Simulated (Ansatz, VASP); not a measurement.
## Cross-check of Cu (Copper) between VASP and Ansatz

Wanted: the spread between two codes on one cell, functional and k mesh.

Main program and level: Ansatz 0.2.0; plane waves, with VASP 6.6.1 beside it; single point at LDA.

### Step 1. Set-up

It takes space group Fm-3m (No. 225, cubic). The conventional cell has a = 3.615 Å, b = 3.615 Å, c = 3.615 Å, α = 90.00°, β = 90.00°, γ = 90.00°. Nearest to Cu lie 12 Cu at 2.56 Å.

### Step 2. Ansatz: single point, LDA

Ansatz runs on its default PAW (the set named soft_2) files.

A single point gives forces, pressure and levels at one fixed geometry, so differences don't come from the geometry; what else differs is listed under the comparison.

input.yaml reads:

```yaml
crystal:
  lattice:
    - [0.0, 1.8075, 1.8075]
    - [1.8075, 0.0, 1.8075]
    - [1.8075, 1.8075, 0.0]
  atoms:
    - { symbol: Cu, position: [0.0, 0.0, 0.0] }
hamiltonian:
  xc: lda
  pseudopotentials: { kind: paw }
kpoints:
  mp_grid: { grid: [9, 9, 9] }
scf:
  occupations: { method: fermi_dirac, width: 0.05 }
  n_extra_bands: 4
output:
  forces: true
  stress: true
  eigenvalues: true
```

The run is started by

```
$ ansatz run input.yaml --threads 2 --pin off --max-ram 4608MiB --backend cpu --events-out ev --progress --plain --runs-dir out
```

Numbers of over 12 decimals in the logs are rounded to 6 here.

Log:

```text
scf.n_extra_bands = 4 over 10 filled bands (N_el = 19.0): the run solves 14 bands
Engine: ansatz 0.2.0, aarch64-unknown-linux-gnu
Pseudopotentials: kind: paw
Pseudopotential: Cu, paw, valence charge 19, recommended cutoff 420 eV (normal), Cu.paw.azcp
Functional definition: SPW92
  exchange = slater_x
  correlation = pw_c
Crystal: 1 atoms, lattice volume = 11.810 Å³
Basis set: ecut = 420 eV, 259 PW (Γ)
Bands: 14, of which v1, the nominal top of the filled ones, is band 10 counted from 1 (9 counted from 0)
Symmetry: 48 space group operations
Space group: Fm-3m (ITA 225), of the structure as read, at distance tolerance 2.3e-5 Å
k-points: 35 of 729
Non-local potential: Cu, projectors of the file, l = 0: 3, l = 1: 2, l = 2: 3, l = 3: 1
PAW form: soft (Blöchl's): semilocal exchange-correlation on the pseudo side does not see the compensation charge
PAW frozen core: Cu, regenerated for the run's functional, and the local potential with it (the file was generated under x = pbe(κ = 0.804, μ = 0.219515), c = pbe(β = 0.066725))
PAW one-centre angular grid: Cu, 590 points (default); XC on 64 Gauss nodes
Initial density: superposition of atomic densities (neutral atoms: chi_scale 0, normalization atom), corrected by the library's trained network
Initial wavefunctions: pseudopotential atomic-orbital guess
Functional: x = slater, c = lda
SCF iter   1: F=—  HF=-6555.703563 eV  |F-HF|=—  |Δ(HF+E_count)|=         —  Δρ=2.27e-2  dr2=2.69e-2  ethr=1.77e-3  ⟨swp⟩=5.6  Hψ=2476  notcnv=0
preconditioner: auto → none  [insulator: Δε(μ)=0.343 eV  Ē_g=16.937 eV  σ=0.050 eV  W_gap=0.91  n_scr=0 (ndim 8)  ℏωp=35.8 eV  f_vac=0.000  D(μ)=0.11/eV (n_scr^D=0)  ε∞_Penn≈5.5]
SCF iter   2: F=—  HF=-6555.696615 eV  |F-HF|=—  |Δ(HF+E_count)|=   6.95e-3  Δρ=1.90e-3  dr2=3.65e-4  ethr=1.42e-4  ⟨swp⟩=2.7  Hψ=1080  notcnv=0  defer=8
SCF iter   3: F=—  HF=-6555.696551 eV  |F-HF|=—  |Δ(HF+E_count)|=   6.35e-5  Δρ=1.42e-3  dr2=7.03e-5  ethr=1.92e-6  ⟨swp⟩=2.3  Hψ=748  notcnv=0  defer=8
SCF iter   4: F=—  HF=-6555.696575 eV  |F-HF|=—  |Δ(HF+E_count)|=   2.44e-5  Δρ=3.93e-5  dr2=9.16e-8  ethr=3.70e-7  ⟨swp⟩=1.1  Hψ=484  notcnv=0  defer=8
iter 5 did not close the SCF: its close was put off for the readings that it lacked (scf_convergence_deferred on its scf_iter line)
SCF iter   5: F=-6555.696576 eV  HF=-6555.696576 eV  |F-HF|=6.00e-11  |Δ(HF+E_count)|=   1.34e-7  Δρ=4.90e-6  dr2=9.16e-10  ethr=4.82e-10  ⟨swp⟩=2.1  Hψ=796  notcnv=0  defer=8
SCF iter   6: F=-6555.696576 eV  HF=-6555.696576 eV  |F-HF|=4.55e-12  |Δ(HF+E_count)|=  6.28e-11  Δρ=3.26e-7  dr2=6.25e-12  ethr=4.82e-12  ⟨swp⟩=2.4  Hψ=1499  notcnv=0
SCF 1 converged in 6 iterations: F = -6555.696576 eV  dr2 = 6.25e-12
  greatest PAW one-centre occupation: 1.000 electrons in one spin orbital (limit 2), on the Cu atom at site 0 (counted from 0), in its partial waves of l = 0
SCF converged after 6 iterations
Free energy (F): -6555.696576 eV
Harris-Foulkes:  -6555.696576 eV  (|F-HF|=4.55e-12)
Internal energy: -6555.695530 eV  (E = F + TS)
E sigma→0 (E₀):  -6555.696053 eV
Entropy (-TS):   -0.001046 eV (-1.046 meV/atom)
Fermi energy:    16.414417 eV
--- Per-component energies (eV) ---
  E_band       = -363.864330
  E_kinetic    = 300.484992
  E_local      = -4052.989278  (includes V_loc(G=0)·N_el)
  E_nonlocal   = 394.060368
  E_hartree    = 1781.068692
  E_xc         = -89.109376
  E_vxc        = -115.568534  (∫ρ·V_xc dr)
  E_paw        = -1593.207111  (= ΣΔE_a)
  E_vpaw       = -451.989270  (= ΣTr[D̂ρ^β])
  E_aug_tail   = 0.000220  (compensation charges beyond the density's cutoff)
  E_ewald      = -3296.453696
  E_core_change = 0.449660  (= ΣΔE_core)
  E_smearing   = -0.001046  (= −TS)
  E_closure    = 0.000000  (closes the sum)
  Σ components = -6555.696576   (vs F -6555.696576, Δ=0.00e0)
--- Forces (eV/Å), atoms counted from 1 ---
  atom   1  Cu    -0.00000000    -0.00000000    -0.00000000
  max |Σ_I F_I| component: 1.23e-31 eV/Å
--- Stress (GPa, compression-positive) ---
      -12.513314       0.000000      -0.000000
        0.000000     -12.513314       0.000000
        0.000000      -0.000000     -12.513314
  P = ⅓ Tr σ = -12.5133 GPa (-125.133 kbar)
--- Band table (eV; the first three rows and the last of 35) ---
  k-point 0: bands = [... 6 lower, 13.2934, 13.2934, 14.1423, 14.1423, 39.0472, 41.3301, 41.3301, 41.3301]
  k-point 1: bands = [... 6 lower, 13.3722, 13.3722, 14.1159, 14.1159, 35.7929, 39.6414, 40.3138, 40.3138]
  k-point 2: bands = [... 6 lower, 13.4627, 13.4627, 14.1713, 14.1713, 30.0877, 39.1079, 39.1407, 39.1407]
  k-point 34: bands = [... 6 lower, 12.9208, 14.1315, 14.7958, 20.4226, 23.4876, 25.3478, 26.0793, 43.0131]
```

It took 0.75 s on 2 threads of Arm Neoverse N1, shared host; peak memory 0.24 GiB.

Reading the cycles: dr2 is the Hartree energy of the density residual (eV), the measure of convergence; HF is the Harris–Foulkes estimate of the energy, which meets the free energy F at convergence.

The run ends at a pressure of -12.51 GPa.

### Step 3. VASP: single point, LDA

The same cell, functional (in two slightly different forms), mesh and smearing now go to VASP, with its own data sets and cutoff.

Lines of VASP's logs that name or quote its potential files are left out, and so is its time.

INCAR reads:

```
SYSTEM = Cu
PREC = Accurate
ENCUT = 400
EDIFF = 1E-06
NELM = 100
ISMEAR = -1
SIGMA = 0.05
LREAL = .FALSE.
ALGO = Normal
GGA = CA
NBANDS = 11
LASPH = .TRUE.
LORBIT = 11
LWAVE = .FALSE.
LCHARG = .TRUE.
ISIF = 2
LELF = .TRUE.
LVHAR = .TRUE.
```

POSCAR reads:

```
Cu
1.0
    0.0000000000      1.8075000000      1.8075000000
    1.8075000000      0.0000000000      1.8075000000
    1.8075000000      1.8075000000      0.0000000000
Cu
1
Direct
    0.0000000000      0.0000000000      0.0000000000
```

KPOINTS reads:

```
Automatic mesh
0
Gamma
9 9 9
0 0 0
```

The projector-augmented-wave data sets are Cu (LDA family, release 64).

The run is started by

```
$ mpirun -np 2 vasp_std
```

Log:

```text
[banner, memory and clock lines left out]
running    2 mpi-ranks, on    1 nodes
 distrk:  each k-point on    2 cores,    1 groups
 distr:  one band on    1 cores,    2 groups

 POSCAR found type information on POSCAR Cu
 POSCAR found :  1 types and       1 ions
 LDA part: xc-table for (Slater(with rela. corr.)+CA(PZ))
 , standard interpolation
|                                                                             |
|           W    W    AA    RRRRR   N    N  II  N    N   GGGG   !!!           |
|           W    W   A  A   R    R  NN   N  II  NN   N  G    G  !!!           |
|           W    W  A    A  R    R  N N  N  II  N N  N  G       !!!           |
|           W WW W  AAAAAA  RRRRR   N  N N  II  N  N N  G  GGG   !            |
|           WW  WW  A    A  R   R   N   NN  II  N   NN  G    G                |
|           W    W  A    A  R    R  N    N  II  N    N   GGGG   !!!           |
|                                                                             |
|     The number of bands has been changed from the values supplied in        |
|     The orbitals not found in the WAVECAR file will be initialized with     |
|     random numbers, which is usually adequate. For correlated               |
|     calculations, however, you should redo the groundstate calculation.     |
|     I found NBANDS = 11. Now, NBANDS = 12.                                  |
|                                                                             |

 POSCAR, INCAR and KPOINTS ok, starting setup
 FFT: planning ... GRIDC
 FFT: planning ... GRID_SOFT
 FFT: planning ... GRID
 WAVECAR not read
 entering main loop
       N       E                     dE             d eps       ncg     rms          rms(c)
DAV:   1     0.372670632101E+02    0.37267E+02   -0.44829E+03   956   0.129E+03
DAV:   2    -0.457756236895E+01   -0.41845E+02   -0.38251E+02   868   0.187E+02
DAV:   3    -0.566606139941E+01   -0.10885E+01   -0.10839E+01   992   0.359E+01
DAV:   4    -0.567228128631E+01   -0.62199E-02   -0.62193E-02   968   0.232E+00
DAV:   5    -0.567234203877E+01   -0.60752E-04   -0.60753E-04  1024   0.241E-01    0.796E+00
DAV:   6    -0.513602338445E+01    0.53632E+00   -0.16273E+01  1000   0.768E+01    0.424E+00
DAV:   7    -0.470487332066E+01    0.43115E+00   -0.25902E+00  1016   0.309E+01    0.511E-01
DAV:   8    -0.469330203462E+01    0.11571E-01   -0.78353E-03  1024   0.172E+00    0.362E-01
DAV:   9    -0.469089154664E+01    0.24105E-02   -0.12939E-02  1036   0.194E+00    0.178E-02
DAV:  10    -0.469090006815E+01   -0.85215E-05   -0.39517E-05  1216   0.101E-01    0.431E-03
DAV:  11    -0.469090212817E+01   -0.20600E-05   -0.82696E-07   716   0.904E-03    0.449E-04
DAV:  12    -0.469090213165E+01   -0.34822E-08   -0.66541E-08   540   0.373E-03
   1 F= -.46909021E+01 E0= -.46903827E+01  d E =-.103882E-02
```

From OUTCAR (step 3):

```text
ion  position               nearest neighbor table
   1  0.000  0.000  0.000-

  LATTYP: Found a face centered cubic cell.
 ALAT       =     3.6150000000

 Subroutine GETGRP returns: Found 48 space group operations
 (whereof 48 operations were pure point group operations)

The static configuration has the point symmetry O_h .

 Found     35 irreducible k-points:

   k-points           NKPTS =     35   k-points in BZ     NKDIM =     35   number of bands    NBANDS=     12

   dimension x,y,z NGX =    18 NGY =   18 NGZ =   18
   dimension x,y,z NGXF=    36 NGYF=   36 NGZF=   36

   ENCUT  =  400.0 eV  29.40 Ry    5.42 a.u.   4.17  4.17  4.17*2*pi/ulx,y,z

   NELECT =      11.0000    total number of electrons

 k-points in reciprocal lattice and weights: Automatic mesh
   0.00000000  0.00000000  0.00000000       0.001
   0.11111111  0.00000000  0.00000000       0.011
   0.22222222  0.00000000  0.00000000       0.011
   0.33333333  0.00000000  0.00000000       0.011
   0.44444444  0.00000000  0.00000000       0.011
   0.11111111  0.11111111  0.00000000       0.008
   0.22222222  0.11111111  0.00000000       0.033
   0.33333333  0.11111111  0.00000000       0.033
   0.44444444  0.11111111  0.00000000       0.033
[...]
-0.33333333  0.44444444  0.11111111       0.033
  -0.33333333  0.44444444  0.22222222       0.033

 average (electrostatic) potential at core
       1 -64.5856

 E-fermi :   7.4306

 k-point     1 :       0.0000    0.0000    0.0000
  band No.  band energies     occupation
    ...
      2       4.2749      2.00000
      3       4.2749      2.00000
      4       4.2749      2.00000
      5       5.1123      2.00000
      6       5.1123      2.00000
      7      30.0253      0.00000
      8      32.4809      0.00000
      9      32.4809      0.00000
     10      32.4809      0.00000
     11      35.0232      0.00000
    ...

 k-point     2 :       0.1111    0.0000    0.0000
  band No.  band energies     occupation
    ...
      2       4.1854      2.00000
      3       4.3518      2.00000
      4       4.3518      2.00000
      5       5.0853      2.00000
      6       5.0853      2.00000
      7      26.8513      0.00000
      8      30.6700      0.00000
      9      31.4545      0.00000
     10      31.4545      0.00000
     11      36.6441      0.00000
    ...

 k-point     3 :       0.2222    0.0000    0.0000
  band No.  band energies     occupation
    ...
      2       4.0338      2.00000
      3       4.4410      2.00000
      4       4.4410      2.00000
      5       5.1397      2.00000
      6       5.1397      2.00000
      7      21.1348      0.00000
      8      30.1151      0.00000
      9      30.2811      0.00000
     10      30.2811      0.00000
     11      36.4467      0.00000
    ...

  Total       -0.9178857     -0.9178857     -0.9178857     -0.0000000     -0.0000000     -0.0000000
  in kB     -124.5186063   -124.5186063   -124.5186063     -0.0000000     -0.0000000     -0.0000000
  external PRESSURE =    -124.5186063 kB  Pullay stress =       0.0000000 kB

  energy-cutoff  :      400.00
  volume of cell :       11.81
      direct lattice vectors                 reciprocal lattice vectors
     0.000000000  1.807500000  1.807500000    -0.276625173  0.276625173  0.276625173
     1.807500000  0.000000000  1.807500000     0.276625173 -0.276625173  0.276625173
     1.807500000  1.807500000  0.000000000     0.276625173  0.276625173 -0.276625173

 POSITION                                       TOTAL-FORCE (eV/Angst)
 -----------------------------------------------------------------------------------
      0.00000      0.00000      0.00000         0.000000      0.000000      0.000000
 -----------------------------------------------------------------------------------
    total drift:                                0.000000     -0.000000      0.000000

  FREE ENERGIE OF THE ION-ELECTRON SYSTEM (eV)
  ---------------------------------------------------
  free  energy   TOTEN  =        -4.6909021316 eV

  energy  without entropy=       -4.6898633077  energy(sigma->0) =       -4.69038272

 total charge
# of ion       s       p       d       tot
------------------------------------------
    1        0.454   0.381   9.178  10.013

[... 3 further parts left out ...]
```

This run has no spin polarisation. Its electron count is odd, so without a moment it is a metal by construction. The k-mesh is coarse for a metal. At this level the cell is under a tension of 12.5 GPa, so at these settings it is away from equilibrium.

### Step 4. Comparison

Known differences besides the potentials themselves: the two LDA forms differ slightly; the data sets hold 19 valence electrons in Ansatz (default PAW (the set named soft_2) files) and 11 in VASP; the cutoff is 420 eV in Ansatz and 400 eV in VASP; VASP's log shows a relativistic correction to its local exchange, Ansatz's none. Total energies have different zeros and are not compared.

The two programs side by side:

| quantity | Ansatz | VASP | difference |
| --- | --- | --- | --- |
| pressure (GPa) | -12.51 | -12.45 | -0.06 |
| pressure without Ansatz's Pulay correction (GPa) | -12.61 | -12.45 | -0.16 |

Ansatz's pressure holds a Pulay correction of 0.10 GPa; VASP's holds none.

### Step 5. Other set-ups

Further runs change the set-up of one program: Ansatz's method, potentials or start, or VASP's data sets, cutoff or form of LDA. The table gives Ansatz less VASP for each quantity, since a change that brings one quantity closer may part another.

| run | pressure (GPa) |
| --- | --- |
| as above | -0.061 |
| Ansatz's all-electron LAPW method | -0.092 |

### Step 6. Outcome

| Property | Result |
| --- | --- |
| difference in pressure (single point, LDA) | -0.061 GPa |

What this shows: The difference in pressure is -0.061 GPa (single point, LDA), within the 1 GPa picked in this series as the mark of a large difference. Single point, LDA, Ansatz's all-electron LAPW method: the difference in pressure goes from -0.061 to -0.092 GPa. How closely two codes agree says nothing of how well the functional describes the real material.

[Lines on the potential files, build, host, timing and source positions are cut from VASP's logs without a mark.]

[Logs are printed without paths, hosts, clocks, repeated set-up lines and the standing remarks that a program may print on its own settings, such as how far it seeks lower states.]

[Hosts, paths, dates, database ids (printed as entryN), source tags and the programs' standing remarks are cut or masked in the printed files.]
